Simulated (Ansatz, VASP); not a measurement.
# Two plane-wave programs on CoC3

```xyz
4
Lattice="3.1747 0.0000 0.0000 0.0000 3.1747 0.0000 0.0000 0.0000 3.1747" Properties=species:S:1:pos:R:3 pbc="T T T"
Co    0.0000    0.0000    0.0000
C     0.0000    1.5874    1.5874
C     1.5874    0.0000    1.5874
C     1.5874    1.5874    0.0000
```

Alike in both runs: task relaxation of cell and atoms; functional PBE; k mesh 6 × 6 × 6; occupations gaussian, width 0.1 eV; collinear spin.

|  | VASP | Ansatz |
| --- | --- | --- |
| version | VASP 6.6.1 | Ansatz 0.2.0 |
| potentials or method | VASP PAW PBE potentials, release 64 (Co, C) | scalar-relativistic, plane waves, PAW |
| plane-wave cutoff (eV) | 600 | 420 |
| valence electrons in the cell | 21 | 29 |

```csv
,VASP,Ansatz,Ansatz less VASP
"gap on the k mesh at the Fermi level, each at its own relaxed structure (eV)",none,none,-
net moment per atom (μB),0.00,0.00,0.000
relaxed volume (Å³/atom),7.55,7.56,+0.013
relaxed cell length with the largest relative difference (Å),3.114,3.116,+0.0018
energy change over the relaxation (meV/atom),-17,-16,+0.4
```

A gap of «none» marks a metal or a gap that the smearing closes. The two sets of potentials don't hold the same shells in valence. Ansatz warned: «seeded_moment_not_kept».
